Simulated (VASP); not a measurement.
VBi2ClO4: single point with PBEsol

Crystal: VBi2ClO4.

```xyz
8
Lattice="3.6738 0.0000 0.0000 0.0000 3.6738 0.0000 0.0000 0.0000 8.6840" Properties=species:S:1:pos:R:3 pbc="T T T"
O     1.8369    0.0000    7.5116
O     0.0000    1.8369    7.5116
O     1.8369    0.0000    1.1724
O     0.0000    1.8369    1.1724
V     0.0000    0.0000    0.0000
Cl    0.0000    0.0000    4.3420
Bi    1.8369    1.8369    6.3065
Bi    1.8369    1.8369    2.3775
```

The cell was built by a generator and needn't be a form met in nature.

```json
{"Program": "VASP 6.6.1", "Task": "single point", "Functional": "PBEsol", "Potentials or basis": "VASP PAW PBE potentials, release 64 (O, V_sv, Cl, Bi_d)", "Cutoff": "520 eV", "k mesh": "8 × 8 × 4", "Occupations": "gaussian, width 0.0742 eV", "Spin": "no spin polarisation", "Dipole correction": "no", "Further INCAR settings": "ALGO = Fast; EDIFF = 1e-06; NBANDS = 47"}
```

```json
{
  "Pressure": "0.2 GPa",
  "Largest force": "0.075 eV/Å",
  "Band gap on the k mesh": "none (metal or under the smearing width)"
}
```

Forces in eV/Å, atoms in the order of the input:
```
O    0.000  0.000  0.017
O    0.000  0.000  0.017
O    0.000  0.000 -0.017
O    0.000  0.000 -0.017
V    0.000  0.000  0.000
Cl   0.000  0.000  0.000
Bi   0.000  0.000 -0.075
Bi   0.000  0.000  0.075
```

Levels at points of the mesh, in eV from the Fermi level:
| k point | band 33 | band 34 | band 35 | band 36 | band 37 | band 38 | band 39 | band 40 | band 41 | band 42 |
| --- | --- | --- | --- | --- | --- | --- | --- | --- | --- | --- |
| (0.00, 0.00, 0.00) | -3.40 | -3.40 | -2.80 | -2.19 | -0.56 | -0.21 | 0.37 | 1.78 | 1.78 | 1.87 |
| (0.50, 0.00, 0.00) | -4.03 | -3.72 | -2.85 | -2.66 | -0.21 | -0.07 | 0.11 | 1.10 | 2.16 | 2.44 |
| (0.50, 0.50, 0.00) | -3.99 | -3.08 | -2.78 | -2.41 | -0.18 | -0.09 | 0.36 | 0.36 | 1.96 | 2.07 |
| (0.00, 0.00, 0.50) | -3.41 | -3.41 | -2.87 | -2.81 | -0.21 | 0.15 | 0.37 | 1.74 | 1.88 | 1.91 |
| (0.50, 0.00, 0.50) | -4.19 | -4.04 | -3.95 | -2.17 | -0.19 | 0.13 | 1.03 | 1.11 | 1.37 | 2.16 |
| (0.50, 0.50, 0.50) | -3.99 | -3.08 | -2.78 | -2.41 | -0.07 | 0.26 | 0.68 | 0.68 | 0.87 | 0.87 |

It took 2.9 min on 1 thread of Intel(R) Xeon(R) 6975P-C (Granite Rapids), with other jobs on the host, peak memory 0.38 GiB.

Caveat: the PAW data sets were made with another functional, which shifts forces and pressure a little; spin-orbit coupling is left out, which moves the levels of the heavy elements; the run has no spin polarisation, though such a crystal can be magnetic; semilocal functionals often make such compounds metallic where correlation or magnetic order opens a gap, which also shifts bond lengths. With open d or f shells a metallic result of PBEsol can be an artefact of self-interaction; +U or a hybrid may open a gap.
